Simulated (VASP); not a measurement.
```
SnTe
1.0
    0.00000     3.18461     3.18461
    3.18461     0.00000     3.18461
    3.18461     3.18461     0.00000
Sn Te
1 1
Direct
  0.00000   0.00000   0.00000
  0.50000   0.50000   0.50000
```

These are r2SCAN meta-GGA, VASP's PBE PAW potentials (set 64) (plane waves; VASP) values and carry that method's errors. Numerical set-up: 520 eV cut-off, 7×7×7 Γ-centred mesh, Gaussian smearing of 0.050 eV, potentials Sn_d Te.

### Question
Predict the energy per atom (σ→0).

### Answer

The energy per atom (σ→0) is -25.345 eV/atom.

Only differences to runs with the same potentials and settings are physical.

The compound is SnTe in the rock salt structure, which distorts at low temperature. It was relaxed first. The start is the result of an earlier pass.
